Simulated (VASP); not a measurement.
# YSc3 (C222) in VASP: reference runs

Reference runs on YSc3: the cell as given.

All numbers are computed with VASP 6.6.1; they aren't measurements. Logs are shortened: lines on timing, memory, paths and dates and some standing lists are left out, and cuts for length are marked.

### 1 The structure

Symmetry: C222, No. 21, orthorhombic system. The conventional cell has a = 3.414 Å, b = 4.828 Å, c = 10.302 Å, α = 90.00°, β = 90.00°, γ = 90.00°. Y (site symmetry 222) has 4 Y at 2.96 Å and 4 Sc at 2.96 Å as nearest neighbours. Sc (site symmetry 222) has 8 Sc at 2.96 to 2.98 Å as nearest neighbours. Sc (site symmetry 2) is surrounded by 6 Sc at 2.96 to 2.98 Å and 2 Y at 2.96 Å.

The cell was built by a generator and needn't be a form met in nature.

### 2 Single point, PBE

INCAR

```
PREC = Accurate
ENCUT = 520
EDIFF = 1E-7
ISMEAR = -1
SIGMA = 0.05
LREAL = False
LASPH = True
NELM = 60
ALGO = Normal
ISIF = 2
LWAVE = False
LCHARG = False
GGA = PE
NBANDS = 30
```

KPOINTS

```
regular mesh
0
Gamma
  10 10 3
```

POSCAR

```
YSc3
1.0
    1.7071458500     -2.4138728900      0.0000000000
    1.7071458500      2.4138728900      0.0000000000
    0.0000000000      0.0000000000     10.3021726900
Y Sc
1 3
Direct
    0.5000000000      0.5000000000      0.5000000000
    0.0000000000      0.0000000000      0.0000000000
    0.0000000000      0.5000000000      0.7492240100
    0.5000000000      0.0000000000      0.2507759900
```

Potentials or basis: VASP PAW PBE potentials, release 64 (Y_sv, Sc_sv).

Started as:

```sh
$ cat potpaw_PBE.64/Y_sv/POTCAR potpaw_PBE.64/Sc_sv/POTCAR > POTCAR
$ mpirun -np 1 vasp_std > vasp.out
```

OUTCAR:

```text
PREC = Accurate
   ENCUT = 520
   EDIFF = 1E-7
   ISMEAR = -1
   LREAL = False
   LASPH = True
   NELM = 60
   ISIF = 2
   GGA = PE

 ion  position               nearest neighbor table
   1  0.500  0.500  0.500-   3 2.96   4 2.96   4 2.96   3 2.96   4 3.82   3 3.82   3 3.82   4 3.82

   2  0.000  0.000  0.000-   3 2.98   4 2.98   3 2.98   4 2.98
   3  0.000  0.500  0.749-   1 2.96   1 2.96   2 2.98   2 2.98   1 3.82   1 3.82
   4  0.500  0.000  0.251-   1 2.96   1 2.96   2 2.98   2 2.98   1 3.82   1 3.82

  LATTYP: Found a base centered orthorhombic cell.
 ALAT       =     3.4142917000
 B/A-ratio  =     1.4139816408
 C/A-ratio  =     3.0173674645

  Lattice vectors:

 A1 = (   1.7071458500,  -2.4138728900,   0.0000000000)
 A2 = (   1.7071458500,   2.4138728900,   0.0000000000)
 A3 = (   0.0000000000,   0.0000000000,  10.3021726900)

Analysis of symmetry for initial positions (statically):
=====================================================================
 Subroutine PRICEL returns:
 Original cell was already a primitive cell.

 Routine SETGRP: Setting up the symmetry group for a
 base centered orthorhombic supercell.

 Subroutine GETGRP returns: Found  4 space group operations
 (whereof  4 operations were pure point group operations)
 out of a pool of  8 trial point group operations.

The static configuration has the point symmetry D_2 .

Analysis of symmetry for dynamics (positions and initial velocities):
=====================================================================
 Subroutine PRICEL returns:
 Original cell was already a primitive cell.

 Routine SETGRP: Setting up the symmetry group for a
 base centered orthorhombic supercell.

 Subroutine GETGRP returns: Found  4 space group operations
 (whereof  4 operations were pure point group operations)
 out of a pool of  8 trial point group operations.

The dynamic configuration has the point symmetry D_2 .

 Subroutine INISYM returns: Found  4 space group operations
 (whereof  4 operations are pure point group operations),
 and found     1 'primitive' translations

----------------------------------------------------------------------------------------

                                     Primitive cell

  volume of cell :      84.9071

  direct lattice vectors                    reciprocal lattice vectors
     1.707145850 -2.413872890  0.000000000     0.292886516 -0.207136010  0.000000000
     1.707145850  2.413872890  0.000000000     0.292886516  0.207136010  0.000000000
     0.000000000  0.000000000 10.302172690     0.000000000  0.000000000  0.097066903

  length of vectors
     2.956540086  2.956540086 10.302172690     0.358730871  0.358730871  0.097066903

  position of ions in fractional coordinates (direct lattice)
     0.500000000  0.500000000  0.500000000
     0.000000000  0.000000000  0.000000000
     0.000000000  0.500000000  0.749224010
     0.500000000  0.000000000  0.250775990

  ion indices of the primitive-cell ions
   primitive index   ion index
                 1           1
                 2           2
                 3           3
                 4           4

----------------------------------------------------------------------------------------

 KPOINTS: regular mesh

Automatic generation of k-mesh.
 Grid dimensions read from file:
 generate k-points for:   10   10    3

 Generating k-lattice:

  Cartesian coordinates                     Fractional coordinates (reciprocal lattice)
     0.029288652 -0.020713601  0.000000000     0.100000000  0.000000000  0.000000000
     0.029288652  0.020713601  0.000000000     0.000000000  0.100000000  0.000000000
     0.000000000  0.000000000  0.032355634     0.000000000  0.000000000  0.333333333

  Length of vectors
     0.035873087  0.035873087  0.032355634

  Shift w.r.t. Gamma in fractional coordinates (k-lattice)
     0.000000000  0.000000000  0.000000000

 Subroutine IBZKPT returns following result:
 ===========================================

 Found     62 irreducible k-points:

 Following reciprocal coordinates:
            Coordinates               Weight
  0.000000  0.000000  0.000000      1.000000
  0.100000  0.000000  0.000000      4.000000
  0.200000  0.000000  0.000000      4.000000
  0.300000  0.000000  0.000000      4.000000
  0.400000  0.000000  0.000000      4.000000
  0.500000  0.000000  0.000000      2.000000
[... 16 lines left out ...]
  0.300000  0.300000  0.000000      2.000000
  0.400000  0.300000  0.000000      4.000000
 [... further k-points ...]
   k-points           NKPTS =     62   k-points in BZ     NKDIM =     62   number of bands    NBANDS=     30
   number of dos      NEDOS =    301   number of ions     NIONS =      4
   total plane-waves  NPLWV =  46080
   dimension x,y,z NGX =    24 NGY =   24 NGZ =   80
   dimension x,y,z NGXF=    48 NGYF=   48 NGZF=  160
   ions per type =               1   3
   NGX,Y,Z   is equivalent  to a cutoff of  13.50, 13.50, 12.91 a.u.
   NGXF,Y,Z  is equivalent  to a cutoff of  26.99, 26.99, 25.82 a.u.
 SYSTEM =  unknown system
   PREC   = accura    normal or accurate (medium, high low for compatibility)
   ISTART =      0    job   : 0-new  1-cont  2-samecut
   ICHARG =      2    charge: 1-file 2-atom 10-const
   ISPIN  =      1    spin polarized calculation?
   LNONCOLLINEAR =      F non collinear calculations
   LSORBIT =      F    spin-orbit coupling
   LASPH  =      T    aspherical Exc in radial PAW
   ENCUT  =  520.0 eV  38.22 Ry    6.18 a.u.   5.50  5.50 19.16*2*pi/ulx,y,z
   NELM   =     60;   NELMIN=  2; NELMDL= -5     # of ELM steps
   EDIFF  = 0.1E-06   stopping-criterion for ELM
   LREAL  =      F    real-space projection
   EDIFFG = 0.1E-05   stopping-criterion for IOM
   NSW    =      0    number of steps for IOM
   IBRION =     -1    ionic relax: 0-MD 1-quasi-New 2-CG
   NFREE  =      0    steps in history (QN), initial steepest desc. (CG)
   ISIF   =      2    stress and relaxation
   ISYM   =      2    0-nonsym 1-usesym 2-fastsym
   POTIM  = 0.5000    time-step for ionic-motion
   TEBEG  =    0.0;   TEEND  =   0.0 temperature during run
   PSTRESS=    0.0 pullay stress
   NELECT =      44.0000    total number of electrons
   NUPDOWN=      -1.0000    fix difference up-down
   EMIN   =  10.00;   EMAX   =-10.00  energy-range for DOS
   EFERMI =   0.00;   METHOD = LEGACY
   ISMEAR =    -1;   SIGMA  =   0.05  broadening in eV -4-tet -1-fermi 0-gaus
   EFERMI_NEDOS =   21; number of points for ismear=-14 and -15
   IALGO  =     38    algorithm
   IMIX   =      4    mixing-type and parameters
     AMIX     =   0.40;   BMIX     =  1.00
     AMIX_MAG =   1.60;   BMIX_MAG =  1.00
  volume/ion in A,a.u.               =      21.23       143.25
  Fermi-wavevector in a.u.,A,eV,Ry     =   1.314956  2.484906 23.525948  1.729108
  Thomas-Fermi vector in A             =   2.445172
   LORBIT       =      0    0 simple, 1 ext, 2 COOP (PROOUT), +10 PAW based schemes
   GGA     = PE    functional components
   LHFCALC =     F    Hartree Fock is set to
   AEXX    =    0.0000 exact exchange contribution
   IVDW    =     0    specifies the selected vdW correction
   LEPSILON=     F    determine dielectric tensor
   LRPA    =     F    only Hartree local field effects (RPA)
 non-spin polarized calculation
  energy-cutoff  :      520.00
  volume of cell :       84.91
 maximum number of plane-waves:      2318
 NGX is ok and might be reduce to    24
   NGX = 11   NGY = 11   NGZ = 39

 number of electron      43.9999992 magnetization

 Free energy of the ion-electron system (eV)
  ---------------------------------------------------
  ext. energy  EPLUGINS =         0.00000000
  ---------------------------------------------------
  free energy    TOTEN  =       -23.05548407 eV

  energy without entropy =      -22.98984380  energy(sigma->0) =      -23.02266393

 E-fermi :   4.8450     XC(G=0): -10.6723

 val. band max:        4.8405055212   @ k =   0.4000   0.3000   0.3333
 cond. band min:       4.8542993670   @ k =   0.4000   0.1000   0.3333
 fundamental gap:      0.0137938459
 Fermi energy:         4.8449825959

 k-point     1 :       0.0000    0.0000    0.0000
  band No.  band energies     occupation
      1     -44.2665      2.00000
      2     -44.1919      2.00000
      3     -44.1656      2.00000
      4     -37.0937      2.00000
      5     -23.2010      2.00000
      6     -22.9116      2.00000
[... 22 lines left out ...]
     29       7.4576      0.00000
     30       7.4889      0.00000

 k-point     2 :       0.1000    0.0000    0.0000
  band No.  band energies     occupation
      1     -44.2581      2.00000
      2     -44.1846      2.00000
      3     -44.1593      2.00000
      4     -37.0712      2.00000
      5     -23.1870      2.00000
      6     -22.9089      2.00000
[... 22 lines left out ...]
     29       7.4653      0.00000
     30       7.5661      0.00000

 k-point     3 :       0.2000    0.0000    0.0000
  band No.  band energies     occupation
      1     -44.2360      2.00000
      2     -44.1653      2.00000
      3     -44.1430      2.00000
      4     -37.0115      2.00000
      5     -23.1515      2.00000
      6     -22.9240      2.00000
[... 22 lines left out ...]
     29       7.4405      0.00000
     30       7.6113      0.00000

 k-point     4 :       0.3000    0.0000    0.0000
  band No.  band energies     occupation
      1     -44.2083      2.00000
      2     -44.1414      2.00000
      3     -44.1230      2.00000
      4     -36.9364      2.00000
      5     -23.1202      2.00000
      6     -23.0448      2.00000
[... 22 lines left out ...]
     29       7.5234      0.00000
     30       7.7207      0.00000

 k-point     5 :       0.4000    0.0000    0.0000
  band No.  band energies     occupation
      1     -44.1854      2.00000
      2     -44.1221      2.00000
      3     -44.1069      2.00000
      4     -36.8745      2.00000
      5     -23.1773      2.00000
      6     -23.1513      2.00000
[... 22 lines left out ...]
     29       7.7495      0.00000
     30       7.8047      0.00000
[... 526 lines left out ...]
     29       7.0355      0.00000
     30       7.2771      0.00000

 k-point    22 :      -0.2000    0.2000    0.0000
  band No.  band energies     occupation
      1     -44.2146      2.00000
      2     -44.1469      2.00000
      3     -44.1278      2.00000
      4     -36.9583      2.00000
      5     -23.1179      2.00000
      6     -22.9364      2.00000
[... 22 lines left out ...]
     29       6.9284      0.00000
     30       7.1777      0.00000

 k-point    23 :       0.3000    0.3000    0.0000
  band No.  band energies     occupation
      1     -44.1539      2.00000
      2     -44.0954      2.00000
      3     -44.0859      2.00000
      4     -36.7930      2.00000
      5     -23.0874      2.00000
      6     -23.0450      2.00000
[... 22 lines left out ...]
     29       6.9913      0.00000
     30       7.7752      0.00000

 k-point    24 :       0.4000    0.3000    0.0000
  band No.  band energies     occupation
      1     -44.1372      2.00000
      2     -44.0819      2.00000
      3     -44.0757      2.00000
      4     -36.7526      2.00000
      5     -23.1625      2.00000
      6     -23.1344      2.00000
[... 22 lines left out ...]
     29       6.9294      0.00000
     30       7.7256      0.00000

 [... further k-points ...]

------------------------ aborting loop because EDIFF is reached ----------------------------------------

  FORCE on cell =-STRESS in cart. coord.  units (eV):
  Direction    XX          YY          ZZ          XY          YZ          ZX
  --------------------------------------------------------------------------------------
  -------------------------------------------------------------------------------------
  Total        4.3059846     11.5250129      8.2802983      0.0000000      0.0000000      0.0000000
  in kB       81.2529637    217.4744091    156.2473715      0.0000000      0.0000000      0.0000000
  external PRESSURE =     151.6582481 kB  Pullay stress =       0.0000000 kB

 VOLUME and BASIS-vectors are now :
 -----------------------------------------------------------------------------
  energy-cutoff  :      520.00
  volume of cell :       84.91
      direct lattice vectors                 reciprocal lattice vectors
     1.707145850 -2.413872890  0.000000000     0.292886516 -0.207136010  0.000000000
     1.707145850  2.413872890  0.000000000     0.292886516  0.207136010  0.000000000
     0.000000000  0.000000000 10.302172690     0.000000000  0.000000000  0.097066903

 POSITION                                       TOTAL-FORCE (eV/Angst)
 -----------------------------------------------------------------------------------
      1.70715      0.00000      5.15109         0.000000     -0.000000      0.000000
      0.00000      0.00000      0.00000         0.000000      0.000000      0.000000
      0.85357      1.20694      7.71864         0.000000     -0.000000      0.415187
      0.85357     -1.20694      2.58354        -0.000000     -0.000000     -0.415187
 -----------------------------------------------------------------------------------
    total drift:                                0.000000      0.000000     -0.000000

  FREE ENERGIE OF THE ION-ELECTRON SYSTEM (eV)
  ---------------------------------------------------
  free  energy   TOTEN  =       -23.0554840697 eV

  energy  without entropy=      -22.9898437979  energy(sigma->0) =      -23.02266393
```

Wall time 3.3 min (1 thread of AMD EPYC 7R13 (Zen 3), shared host); peak memory 0.27 GiB.

Results:

```yaml
Free_energy: -23.0555 eV
Pressure: 15.2 GPa
Largest_force: 0.415 eV/Å
Band_gap_on_the_k_mesh: none (metal or under the smearing width)
```

Forces on the atoms (eV/Å):
```
Y    0.000  0.000  0.000
Sc   0.000  0.000  0.000
Sc   0.000  0.000  0.415
Sc   0.000  0.000 -0.415
```

Stress tensor (GPa, compression positive):
```
 8.13  0.00  0.00
 0.00 21.75  0.00
 0.00  0.00 15.62
```

Levels at points of the mesh, in eV from the Fermi level:
```tsv
k point	band 19	band 20	band 21	band 22	band 23	band 24	band 25	band 26
(0.00, 0.00, 0.00)	-3.56	-1.94	-0.03	-0.01	0.79	0.84	1.02	1.14
(0.50, 0.00, 0.00)	-1.26	-1.21	-1.02	-0.89	-0.26	-0.13	0.65	1.05
(0.50, 0.50, 0.00)	-1.57	-1.38	-0.14	-0.06	0.07	0.19	0.65	0.77
```

Caveat: so large a pressure means that the cell lies far from this level's equilibrium, or that cutoff or potentials fall short.
